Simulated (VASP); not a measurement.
All values below come from PBE GGA, VASP's PBE PAW potentials (set 64) (plane waves; VASP).

Input for VASP

**INCAR**
```
SYSTEM = VBiO4
PREC = Accurate
ENCUT = 400
EDIFF = 1E-6
NELM = 100
ALGO = Normal
LREAL = .FALSE.
LASPH = .TRUE.
ISMEAR = 0
SIGMA = 0.01
GGA = PE
LMAXMIX = 4
LWAVE = .FALSE.
LCHARG = .FALSE.
ISIF = 2
```

File KPOINTS:
```
kpoints
0
gamma
4 4 4
0.5 0.5 0.5
```

File POSCAR:
```
VBiO4
1
   -2.5677140000     2.5677140000     5.8111350000
    2.5677140000    -2.5677140000     5.8111350000
    2.5677140000     2.5677140000    -5.8111350000
V Bi O
2 2 8
Direct
  0.5000000000   0.5000000000   0.0000000000
  0.2500000000   0.7500000000   0.5000000000
  0.0000000000   0.0000000000   0.0000000000
  0.7500000000   0.2500000000   0.5000000000
  0.1708500000   0.5619000000   0.8910100000
  0.3119000000   0.9208900000   0.8910500000
  0.6708900000   0.2798400000   0.1089900000
  0.0298400000   0.4208500000   0.1089500000
  0.5791500000   0.6881000000   0.6089900000
  0.4381000000   0.3291100000   0.6089500000
  0.0791100000   0.9701600000   0.3910100000
  0.7201600000   0.8291500000   0.3910500000
```

POTCAR, in this order: V_sv Bi_d O (PBE.64 set). Program: vasp_std.

The run wrote:

**OUTCAR**
```
 ion  position               nearest neighbor table
   1  0.500  0.500  0.000-   5 1.74   7 1.74  12 1.74  10 1.74
   2  0.250  0.750  0.500-   8 1.74   9 1.74  11 1.74   6 1.74
   3  0.000  0.000  0.000-  10 2.43   5 2.43   7 2.43  12 2.43   6 2.47   9 2.47  11 2.47   8 2.47
                             4 3.88   4 3.88   4 3.88   4 3.88
   4  0.750  0.250  0.500-   8 2.43   9 2.43  11 2.43   6 2.43  10 2.47   5 2.47  12 2.47   7 2.47
                             3 3.88   3 3.88   3 3.88   3 3.88
   5  0.171  0.562  0.891-   1 1.74   3 2.43   4 2.47
   6  0.312  0.921  0.891-   2 1.74   4 2.43   3 2.47
   7  0.671  0.280  0.109-   1 1.74   3 2.43   4 2.47
   8  0.030  0.421  0.109-   2 1.74   4 2.43   3 2.47
   9  0.579  0.688  0.609-   2 1.74   4 2.43   3 2.47
  10  0.438  0.329  0.609-   1 1.74   3 2.43   4 2.47
  11  0.079  0.970  0.391-   2 1.74   4 2.43   3 2.47
  12  0.720  0.829  0.391-   1 1.74   3 2.43   4 2.47
  LATTYP: Found a body centered tetragonal cell.
 ALAT       =     5.1354280000
 C/A-ratio  =     2.2631550866
 Subroutine PRICEL returns:
 Original cell was already a primitive cell.
 Subroutine GETGRP returns: Found  8 space group operations
The static configuration has the point symmetry S_4 .
 The point group associated with its full space group is C_4h.
The dynamic configuration has the point symmetry S_4 .
 Subroutine INISYM returns: Found  8 space group operations
 Subroutine IBZKPT returns following result:
 Found     12 irreducible k-points:

 Following reciprocal coordinates:
            Coordinates               Weight
  0.125000  0.125000  0.125000      8.000000
  0.375000  0.125000  0.125000      8.000000
 -0.125000  0.125000  0.125000      4.000000
  0.375000  0.375000  0.125000      4.000000
 -0.375000  0.375000  0.125000      4.000000
  0.375000 -0.375000  0.125000      4.000000
 -0.125000  0.375000  0.125000      8.000000
 -0.375000 -0.375000  0.125000      8.000000
 -0.125000 -0.375000  0.125000      8.000000
 -0.125000 -0.125000  0.125000      2.000000
...
```

**OSZICAR**
```
       N       E                     dE             d eps       ncg     rms          rms(c)
DAV:   1     0.140374286467E+04    0.14037E+04   -0.48547E+04  1496   0.165E+03
DAV:   2     0.130203084180E+03   -0.12735E+04   -0.12208E+04  1592   0.531E+02
DAV:   3    -0.100123892077E+03   -0.23033E+03   -0.22102E+03  1790   0.222E+02
DAV:   4    -0.114584430924E+03   -0.14461E+02   -0.14403E+02  1614   0.610E+01
DAV:   5    -0.115277521258E+03   -0.69309E+00   -0.69191E+00  2168   0.132E+01    0.680E+01
DAV:   6    -0.102363968353E+03    0.12914E+02   -0.25353E+02  2220   0.103E+02    0.445E+01
DAV:   7    -0.943659006940E+02    0.79981E+01   -0.17970E+02  1904   0.102E+02    0.307E+01
DAV:   8    -0.921631878015E+02    0.22027E+01   -0.26018E+01  1858   0.223E+01    0.195E+01
DAV:   9    -0.891180637397E+02    0.30451E+01   -0.77637E+00  2074   0.173E+01    0.363E+00
DAV:  10    -0.891651493647E+02   -0.47086E-01   -0.95395E-01  1918   0.479E+00    0.335E+00
DAV:  11    -0.892113950248E+02   -0.46246E-01   -0.52222E-01  1744   0.608E+00    0.376E+00
DAV:  12    -0.891361013989E+02    0.75294E-01   -0.15969E-01  1638   0.360E+00    0.200E-01
DAV:  13    -0.891368257358E+02   -0.72434E-03   -0.13830E-02  2128   0.598E-01    0.137E-01
DAV:  14    -0.891371716743E+02   -0.34594E-03   -0.77901E-04  1798   0.193E-01    0.191E-01
DAV:  15    -0.891368765874E+02    0.29509E-03   -0.10515E-03  1698   0.293E-01    0.489E-02
DAV:  16    -0.891368830684E+02   -0.64810E-05   -0.69129E-05  1894   0.379E-02    0.348E-02
DAV:  17    -0.891368752838E+02    0.77846E-05   -0.10862E-05  1638   0.282E-02    0.690E-03
DAV:  18    -0.891368745904E+02    0.69341E-06   -0.22823E-06  1388   0.105E-02
   1 F= -.89136875E+02 E0= -.89136875E+02  d E =-.204966-100
```

OUTCAR:
```
------------------------ aborting loop because EDIFF is reached ----------------------------------------
  FORCE on cell =-STRESS in cart. coord.  units (eV):
  Direction    XX          YY          ZZ          XY          YZ          ZX
  --------------------------------------------------------------------------------------
  Total       -2.1826329     -2.1826329     -2.0204538      0.0000005      0.0000000      0.0000000
  in kB      -22.8179708    -22.8179708    -21.1224963      0.0000052      0.0000000      0.0000000
  external PRESSURE =     -22.2528126 kB  Pullay stress =       0.0000000 kB
  volume of cell :      153.25
      direct lattice vectors                 reciprocal lattice vectors
    -2.567714000  2.567714000  5.811135000     0.000000000  0.194725737  0.086041711
     2.567714000 -2.567714000  5.811135000     0.194725737  0.000000000  0.086041711
     2.567714000  2.567714000 -5.811135000     0.194725737  0.194725737  0.000000000
 POSITION                                       TOTAL-FORCE (eV/Angst)
 -----------------------------------------------------------------------------------
      0.00000      0.00000      5.81114        -0.000000      0.000000      0.000000
      2.56771      0.00000      2.90557        -0.000000     -0.000000      0.000000
      0.00000      0.00000      0.00000        -0.000000      0.000000      0.000000
      0.00000      2.56771      2.90557        -0.000000      0.000000      0.000000
      3.29196      1.28375     -0.91967        -0.044721      0.074217      0.025806
      3.85167      0.72425      1.98590        -0.074217     -0.044721      0.025806
     -0.72425      1.28396      4.89146         0.044721     -0.074217      0.025806
      1.28375     -0.72425      1.98590         0.074217      0.044721      0.025806
      1.84346      1.28396      3.82524         0.044721     -0.074217     -0.025806
      1.28375      1.84346      0.91967         0.074217      0.044721     -0.025806
      3.29196     -1.28396      3.82524        -0.044721      0.074217     -0.025806
      1.28396      0.72425      6.73081        -0.074217     -0.044721     -0.025806
 -----------------------------------------------------------------------------------
    total drift:                                0.000000     -0.000000      0.000000
  FREE ENERGIE OF THE ION-ELECTRON SYSTEM (eV)
  ---------------------------------------------------
  free  energy   TOTEN  =       -89.1368745904 eV

  energy  without entropy=      -89.1368745904  energy(sigma->0) =      -89.13687459
```
(Selected blocks of OUTCAR.)

At this cut-off the stress carries a Pulay error, which pulls relaxed volumes low.

The structure comes from a computed database's VBiO4 entry; how it stands against other phases isn't given here. The cell was not relaxed at this level. The k-mesh is coarse (spacing up to 0.43 per Å, 2π included), so the numbers may not be converged in it. The run is not spin-polarised, so no magnetic state was tried.
